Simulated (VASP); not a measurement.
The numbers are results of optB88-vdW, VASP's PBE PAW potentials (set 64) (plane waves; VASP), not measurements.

A VASP calculation is set up with these files.

KPOINTS:
```
Automatic mesh
0
Gamma
7 7 7
0 0 0
```

### INCAR
```
PARAM2=0.22
LASPH=.TRUE.   ! aspherical one-centre terms
ALGO=Normal   ! blocked Davidson
PARAM1=0.1833333333
SIGMA=0.05   ! width (eV)
LMAXMIX=4
ISIF=2
GGA=BO
AGGAC=0.0
NELM=100   ! most electronic steps
SYSTEM=PbF2
LCHARG=.FALSE.
LREAL=.FALSE.
EDIFF=1E-7   ! SCF stop (eV)
LUSE_VDW=.TRUE.
ENCUT=520   ! plane-wave cut-off (eV)
ISMEAR=0   ! Gaussian
PREC=Accurate
LWAVE=.FALSE.
```

**POSCAR**
```
PbF2
2.9115540
  0.0000000000   1.0000001265   1.0000001265
  1.0000001265   0.0000000000   1.0000001265
  1.0000001265   1.0000001265   0.0000000000
Pb F
1 2
Cart
  0.0000000000   0.0000000000   0.0000000000
  0.5000000632   0.5000000632   0.5000000632
  1.5000001897   1.5000001897   1.5000001897
```

POTCAR, in this order: Pb_d F (PBE.64 set). Program: vasp_std.

Output of the run:

### OSZICAR
```
       N       E                     dE             d eps       ncg     rms          rms(c)
DAV:   1     0.319704846346E+03    0.31970E+03   -0.15346E+04   720   0.183E+03
DAV:   2     0.185785247980E+02   -0.30113E+03   -0.29135E+03   800   0.465E+02
DAV:   3    -0.871783861064E+01   -0.27296E+02   -0.27062E+02   834   0.157E+02
DAV:   4    -0.948367238631E+01   -0.76583E+00   -0.76511E+00   782   0.274E+01
DAV:   5    -0.950868004620E+01   -0.25008E-01   -0.25007E-01   850   0.513E+00    0.837E+00
DAV:   6    -0.746273870815E+01    0.20459E+01   -0.10826E+01   960   0.286E+01    0.255E+00
DAV:   7    -0.745526499535E+01    0.74737E-02   -0.43607E-01   726   0.473E+00    0.149E+00
DAV:   8    -0.744260802314E+01    0.12657E-01   -0.10011E-01   724   0.416E+00    0.489E-01
DAV:   9    -0.743948006454E+01    0.31280E-02   -0.15952E-02   936   0.116E+00    0.995E-02
DAV:  10    -0.743984545410E+01   -0.36539E-03   -0.75933E-04   724   0.246E-01    0.271E-02
DAV:  11    -0.743984410371E+01    0.13504E-05   -0.31168E-05   780   0.725E-02    0.104E-02
DAV:  12    -0.743984357226E+01    0.53145E-06   -0.19801E-05   908   0.606E-02    0.489E-03
DAV:  13    -0.743984296558E+01    0.60668E-06   -0.26218E-06   916   0.211E-02    0.638E-04
DAV:  14    -0.743984296432E+01    0.12546E-08   -0.10524E-07   512   0.368E-03
   1 F= -.74398430E+01 E0= -.74398430E+01  d E =-.216770E-13
```

File OUTCAR:
```
------------------------ aborting loop because EDIFF is reached ----------------------------------------
  FORCE on cell =-STRESS in cart. coord.  units (eV):
  Direction    XX          YY          ZZ          XY          YZ          ZX
  --------------------------------------------------------------------------------------
  Total        1.6683747      1.6683747      1.6683747      0.0000000     -0.0000000      0.0000000
  in kB       54.1501256     54.1501256     54.1501256      0.0000000     -0.0000000      0.0000000
  external PRESSURE =      54.1501256 kB  Pullay stress =       0.0000000 kB
  volume of cell :       49.36
      direct lattice vectors                 reciprocal lattice vectors
     0.000000000  2.911554368  2.911554368    -0.171729577  0.171729577  0.171729577
     2.911554368  0.000000000  2.911554368     0.171729577 -0.171729577  0.171729577
     2.911554368  2.911554368  0.000000000     0.171729577  0.171729577 -0.171729577
 POSITION                                       TOTAL-FORCE (eV/Angst)
 -----------------------------------------------------------------------------------
      0.00000      0.00000      0.00000         0.000000      0.000000      0.000000
      1.45578      1.45578      1.45578        -0.000000     -0.000000      0.000000
      4.36733      4.36733      4.36733        -0.000000      0.000000     -0.000000
 -----------------------------------------------------------------------------------
    total drift:                                0.000000     -0.000000      0.000000
  FREE ENERGIE OF THE ION-ELECTRON SYSTEM (eV)
  ---------------------------------------------------
  free  energy   TOTEN  =        -7.4398429643 eV

  energy  without entropy=       -7.4398429643  energy(sigma->0) =       -7.43984296
```
(Selected blocks of OUTCAR.)

File OUTCAR:
```
 val. band max:        2.2478995132   @ k =  -0.2857   0.4286   0.1429

 cond. band min:       6.7238428171   @ k =   0.4286   0.4286   0.0000


 Fermi energy:         2.4990719276

 k-point     1 :       0.0000    0.0000    0.0000
  band No.  band energies     occupation
      1     -19.1356      2.00000
      2     -18.4079      2.00000
      3     -12.1509      2.00000
      4     -12.1509      2.00000
      5     -12.1509      2.00000
      6     -12.0670      2.00000
      7     -12.0670      2.00000
      8      -2.4022      2.00000
      9      -0.5325      2.00000
     10      -0.5325      2.00000
     11      -0.5325      2.00000
     12      -0.0372      2.00000
     13      -0.0371      2.00000
     14      -0.0371      2.00000
     15       9.0698      0.00000
     16       9.0698      0.00000
     17       9.0698      0.00000
     18      12.8329      0.00000

 k-point     2 :       0.1429    0.0000    0.0000
  band No.  band energies     occupation
      1     -19.0895      2.00000
      2     -18.4493      2.00000
      3     -12.1407      2.00000
      4     -12.1407      2.00000
      5     -12.0988      2.00000
      6     -12.0669      2.00000
      7     -12.0669      2.00000
      8      -2.8234      2.00000
      9      -0.6995      2.00000
     10      -0.5810      2.00000
     11      -0.5810      2.00000
     12      -0.0676      2.00000
     13      -0.0676      2.00000
     14       0.5661      2.00000
     15       8.3659      0.00000
     16       9.2570      0.00000
     17       9.2570      0.00000
     18      14.0383      0.00000

 k-point     3 :       0.2857    0.0000    0.0000
  band No.  band energies     occupation
      1     -18.9741      2.00000
      2     -18.5527      2.00000
      3     -12.1270      2.00000
      4     -12.1270      2.00000
      5     -12.0575      2.00000
      6     -12.0575      2.00000
      7     -11.9861      2.00000
      8      -3.4791      2.00000
      9      -0.9459      2.00000
...
```

Unless said otherwise, spin-orbit coupling is left out, though it shifts the bands of the heavy elements here.

The compound is PbF2 in the fluorite structure, the β form. This cell is one point of a volume scan, at 0.94 of the reference volume.
